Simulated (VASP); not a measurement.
Energy against volume of MgO (rock salt). Method: PBE GGA with D4 dispersion, VASP's PBE PAW potentials (set 64) (plane waves; VASP 6.6.1).

```
V (Å³/atom)  E (eV/atom)
-----------  -----------
8.826           -6.09951
9.107           -6.11395
9.389           -6.11868
9.671           -6.11507
9.953           -6.10430
```

Q: Fit a third-order Birch-Murnaghan equation of state.

A: 
- volume per atom: 9.40 Å^3/atom
- bulk modulus: 157 GPa
- pressure derivative of the bulk modulus: 4.06
- lattice constant a: 7.977 bohr

Measured: bulk modulus 170 GPa at 0 K (computed value off by -7.6 %), as given by Daniel Mejia-Rodriguez et al., Physical Review B (2018), arXiv:1807.09216 [0 K value with the zero-point phonon effect removed]; a 4.189 Å at 0 K (computed value off by +0.8 %), as given by Daniel Mejia-Rodriguez et al., Physical Review B (2018), arXiv:1807.09216 [static lattice: zero-point anharmonic expansion removed].

The compound is MgO in the rock salt structure. It was relaxed first.
